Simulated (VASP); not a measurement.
Consider the following.

```
CELL_PARAMETERS angstrom
      0.00000     1.80954     1.80954
      1.80954     0.00000     1.80954
      1.80954     1.80954     0.00000
ATOMIC_POSITIONS crystal
  B  0.00000 0.00000 0.00000
  N  0.25000 0.25000 0.25000
```

Calculation: LDA (Ceperley-Alder, Perdew-Zunger), VASP's LDA PAW potentials (set 64) (plane waves; VASP). Numerical set-up: 520 eV cut-off, 13×13×13 Γ-centred mesh, Gaussian smearing of 0.050 eV, potentials B N.

Q: Give the stress tensor in GPa (positive for a compressed cell).

A: 
```
-11.32    0.00    0.00
  0.00  -11.32    0.00
  0.00    0.00  -11.32
```
The pressure is its mean diagonal, -11.32 GPa.

The compound is BN in the zinc blende structure. This cell is one point of a volume scan, at 1.03 of the reference volume.
